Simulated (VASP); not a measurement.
Energy against volume of Al (fcc). These are AM05 GGA, VASP's PBE PAW potentials (set 64) (plane waves; VASP) values and carry that method's errors. Run with 520 eV cut-off, 16×16×16 Γ-centred mesh, first-order Methfessel-Paxton smearing of 0.10 eV, potentials Al.

```json
[
 {"V (Å³/atom)": "15.559", "E (eV/atom)": "-4.01909"},
 {"V (Å³/atom)": "16.041", "E (eV/atom)": "-4.02417"},
 {"V (Å³/atom)": "16.522", "E (eV/atom)": "-4.02120"},
 {"V (Å³/atom)": "17.003", "E (eV/atom)": "-4.01138"}
]
```

### Question
Fit these four points and predict the energy of the run at 15.078 Å³/atom.

### Answer
A cubic in V^(−2/3), the third-order Birch-Murnaghan form, passes through the four points with V0 = 16.09 Å³/atom and B0 = 88 GPa, and gives -4.0046 eV/atom there. The run gave -4.0047 eV/atom, -0.1 meV/atom from the fit; all five points give B0 = 88 GPa.

The compound is Al in the fcc structure. It was relaxed first.
